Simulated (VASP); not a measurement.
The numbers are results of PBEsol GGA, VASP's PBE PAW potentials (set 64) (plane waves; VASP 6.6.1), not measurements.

A VASP calculation is set up with these files.

### POSCAR
```
SiC
1
    0.0000000000     2.1582000000     2.1800000000
    2.1582000000     0.0000000000     2.1800000000
    2.1582000000     2.1582000000     0.0000000000
Si C
1 1
Direct
  0.0000000000   0.0000000000   0.0000000000
  0.2500000000   0.2500000000   0.2500000000
```

File KPOINTS:
```
kpoints
0
Gamma
10 10 10
```

### INCAR
```
! general
SYSTEM = SiC
PREC   = Accurate
ENCUT  = 600
LREAL  = .FALSE.
LASPH  = .TRUE.

! electronic loop
EDIFF  = 1E-7
NELM   = 100
ALGO   = Normal

! smearing
ISMEAR = 0
SIGMA  = 0.05

! functional
GGA    = PS

! ions
ISIF   = 2

! output
LWAVE  = .FALSE.
LCHARG = .FALSE.
```

POTCAR, in this order: Si C (PBE.64 set). Program: vasp_std.

Output of the run:

OUTCAR:
```
 ion  position               nearest neighbor table
   1  0.000  0.000  0.000-   2 1.88   2 1.88   2 1.88   2 1.88
   2  0.250  0.250  0.250-   1 1.88   1 1.88   1 1.88   1 1.88
  LATTYP: Found a body centered tetragonal cell.
 ALAT       =     3.0521557103
 C/A-ratio  =     1.4284985479
 Subroutine PRICEL returns:
 Original cell was already a primitive cell.
 Subroutine GETGRP returns: Found  8 space group operations
The static configuration has the point symmetry D_2d.
The dynamic configuration has the point symmetry D_2d.
 Subroutine INISYM returns: Found  8 space group operations
 Subroutine IBZKPT returns following result:
 Found    102 irreducible k-points:

 Following reciprocal coordinates:
            Coordinates               Weight
  0.000000  0.000000  0.000000      1.000000
  0.100000  0.000000  0.000000      8.000000
  0.200000  0.000000  0.000000      8.000000
  0.300000  0.000000  0.000000      8.000000
  0.400000  0.000000  0.000000      8.000000
  0.500000  0.000000  0.000000      4.000000
  0.100000  0.100000  0.000000      2.000000
  0.200000  0.100000  0.000000      8.000000
  0.300000  0.100000  0.000000      8.000000
  0.400000  0.100000  0.000000      8.000000
  0.500000  0.100000  0.000000      8.000000
 -0.400000  0.100000  0.000000      8.000000
 -0.300000  0.100000  0.000000      8.000000
 -0.200000  0.100000  0.000000      8.000000
 -0.100000  0.100000  0.000000      4.000000
  0.200000  0.200000  0.000000      2.000000
  0.300000  0.200000  0.000000      8.000000
  0.400000  0.200000  0.000000      8.000000
  0.500000  0.200000  0.000000      8.000000
 -0.400000  0.200000  0.000000      8.000000
 -0.300000  0.200000  0.000000      8.000000
 -0.200000  0.200000  0.000000      4.000000
  0.300000  0.300000  0.000000      2.000000
...
```

**OSZICAR**
```
       N       E                     dE             d eps       ncg     rms          rms(c)
DAV:   1     0.504204973972E+01    0.50420E+01   -0.44811E+03  1688   0.948E+02
DAV:   2    -0.173767886469E+02   -0.22419E+02   -0.20783E+02  2304   0.113E+02
DAV:   3    -0.177581330732E+02   -0.38134E+00   -0.38134E+00  1856   0.182E+01
DAV:   4    -0.177594190589E+02   -0.12860E-02   -0.12860E-02  2736   0.117E+00
DAV:   5    -0.177594195565E+02   -0.49759E-06   -0.49759E-06  1880   0.158E-02    0.893E+00
DAV:   6    -0.159990069881E+02    0.17604E+01   -0.71450E+00  1792   0.152E+01    0.400E+00
DAV:   7    -0.159239023648E+02    0.75105E-01   -0.36054E-01  2528   0.418E+00    0.179E+00
DAV:   8    -0.159094568216E+02    0.14446E-01   -0.19768E-02  1752   0.122E+00    0.154E-01
DAV:   9    -0.159094374364E+02    0.19385E-04   -0.74623E-04  2616   0.219E-01    0.103E-01
DAV:  10    -0.159094755254E+02   -0.38089E-04   -0.80279E-05  2120   0.718E-02    0.215E-02
DAV:  11    -0.159094755265E+02   -0.10722E-08   -0.11261E-05  2264   0.212E-02    0.394E-03
DAV:  12    -0.159094756987E+02   -0.17223E-06   -0.48371E-07  1744   0.547E-03    0.736E-04
DAV:  13    -0.159094757328E+02   -0.34050E-07   -0.30450E-08  1288   0.149E-03
   1 F= -.15909476E+02 E0= -.15909476E+02  d E =-.211844E-13
```

### OUTCAR
```
------------------------ aborting loop because EDIFF is reached ----------------------------------------
  FORCE on cell =-STRESS in cart. coord.  units (eV):
  Direction    XX          YY          ZZ          XY          YZ          ZX
  --------------------------------------------------------------------------------------
  Total        0.6589629      0.6589629      0.3298113      0.0000000      0.0000000      0.0000000
  in kB       51.9878276     51.9878276     26.0199341      0.0000000      0.0000000      0.0000000
  external PRESSURE =      43.3318631 kB  Pullay stress =       0.0000000 kB
  volume of cell :       20.31
      direct lattice vectors                 reciprocal lattice vectors
     0.000000000  2.158200000  2.180000000    -0.231674544  0.231674544  0.229357798
     2.158200000  0.000000000  2.180000000     0.231674544 -0.231674544  0.229357798
     2.158200000  2.158200000  0.000000000     0.231674544  0.231674544 -0.229357798
  FREE ENERGIE OF THE ION-ELECTRON SYSTEM (eV)
  ---------------------------------------------------
  free  energy   TOTEN  =       -15.9094757328 eV

  energy  without entropy=      -15.9094757328  energy(sigma->0) =      -15.90947573
```
(Selected blocks of OUTCAR.)

OUTCAR:
```
 val. band max:        8.2912714204   @ k =   0.0000   0.0000   0.0000

 cond. band min:       9.4543732313   @ k =   0.5000   0.0000   0.5000


 Fermi energy:         8.5242026416

 k-point     1 :       0.0000    0.0000    0.0000
  band No.  band energies     occupation
      1      -7.3044      2.00000
      2       8.2217      2.00000
      3       8.2913      2.00000
      4       8.2913      2.00000
      5      14.6721      0.00000
      6      15.6331      0.00000
      7      15.6331      0.00000
      8      15.6577      0.00000

 k-point     2 :       0.1000    0.0000    0.0000
  band No.  band energies     occupation
      1      -7.1053      2.00000
      2       7.2495      2.00000
      3       8.1057      2.00000
      4       8.1607      2.00000
      5      14.8933      0.00000
      6      15.8767      0.00000
      7      15.8845      0.00000
      8      15.9644      0.00000

 k-point     3 :       0.2000    0.0000    0.0000
  band No.  band energies     occupation
      1      -6.5163      2.00000
      2       5.1023      2.00000
      3       7.7840      2.00000
      4       7.8618      2.00000
      5      14.5707      0.00000
      6      16.2151      0.00000
      7      16.2647      0.00000
      8      17.1633      0.00000

 k-point     4 :       0.3000    0.0000    0.0000
  band No.  band energies     occupation
      1      -5.5717      2.00000
      2       2.7505      2.00000
      3       7.4536      2.00000
      4       7.5551      2.00000
      5      14.1593      0.00000
      6      16.0083      0.00000
      7      16.1291      0.00000
      8      18.0801      0.00000

 k-point     5 :       0.4000    0.0000    0.0000
  band No.  band energies     occupation
      1      -4.3941      2.00000
      2       0.6490      2.00000
      3       7.2250      2.00000
      4       7.3437      2.00000
      5      13.8905      0.00000
      6      15.5943      0.00000
      7      15.7367      0.00000
...
```

The compound is SiC in the zinc blende structure. This cell was strained or had an atom moved on purpose.
